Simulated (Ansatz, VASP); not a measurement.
One calculation of Al2CdSi2, two programs

Contents of INCAR:

```
PREC     = Accurate       # precision mode
ENCUT    = 600            # plane-wave cutoff, eV
EDIFF    = 1E-6           # SCF threshold, eV
ISMEAR   = 0              # smearing method
SIGMA    = 0.1            # smearing width, eV
LREAL    = F              # projectors in reciprocal space
LASPH    = T              # aspherical terms in the spheres
NELM     = 100            # most SCF steps
ALGO     = Normal         # electronic algorithm
ISIF     = 3              # what is computed and relaxed
LWAVE    = F              # write WAVECAR
LCHARG   = F              # write CHGCAR
GGA      = PE             # functional
IBRION   = 2              # ionic algorithm
NSW      = 100            # ionic steps
EDIFFG   = -0.01          # ionic threshold
```

Contents of KPOINTS:

```
Automatic mesh
0
Gamma
  9 9 6
```

Contents of POSCAR:

```
Al2CdSi2
1.0
    4.7222823376      0.0000000000      0.0000000000
   -2.3611411688      4.0896164682      0.0000000000
    0.0000000000      0.0000000000      8.1601045063
Al Cd Si
2 1 2
Direct
    0.0000000000      0.0000000000      0.6663859994
    0.0000000000      0.0000000000      0.3336140006
    0.0000000000      0.0000000000      0.0000000000
    0.3333333333      0.6666666667      0.0000000000
    0.6666666667      0.3333333333      0.0000000000
```

Input for Ansatz:

```yaml
crystal:
  lattice:
    - [4.7222823376, 0.0, 0.0]
    - [-2.3611411688, 4.0896164682, 0.0]
    - [0.0, 0.0, 8.1601045063]
  atoms:
    - { symbol: Al, position: [0.0, 0.0, 0.6663859994] }
    - { symbol: Al, position: [0.0, 0.0, 0.3336140006] }
    - { symbol: Cd, position: [0.0, 0.0, 0.0] }
    - { symbol: Si, position: [0.3333333333, 0.6666666667, 0.0] }
    - { symbol: Si, position: [0.6666666667, 0.3333333333, 0.0] }
basis:
  ecutwfc: 420
kpoints:
  mp_grid: { grid: [9, 9, 6] }
hamiltonian:
  xc: pbe
scf:
  occupations: { method: gaussian, width: 0.1 }
output:
  forces: true
  stress: true
  eigenvalues: true
relax:
  adjacent_minimum: "off"
  f_tol: 0.01
  max_steps: 80
  cell: { stress_tol: 0.05 }
```

Alike in both runs: task relaxation of cell and atoms; functional PBE; k mesh 9 × 9 × 6; occupations gaussian, width 0.1 eV; no spin polarisation.

|  | VASP | Ansatz |
| --- | --- | --- |
| version | VASP 6.6.1 | Ansatz 0.2.0 |
| potentials or method | VASP PAW PBE potentials, release 64 (Al, Cd, Si) | scalar-relativistic, plane waves, PAW |
| plane-wave cutoff (eV) | 600 | 420 |
| valence electrons in the cell | 26 | 34 |

|  | VASP | Ansatz | Ansatz less VASP |
| --- | --- | --- | --- |
| gap on the k mesh at the Fermi level, each at its own relaxed structure (eV) | none | none | - |
| relaxed volume (Å³/atom) | 31.08 | 31.03 | -0.046 |
| relaxed cell length with the largest relative difference (Å) | 4.712 | 4.709 | -0.0031 |

A gap of «none» marks a metal or a gap that the smearing closes. The two sets of potentials don't hold the same shells in valence.
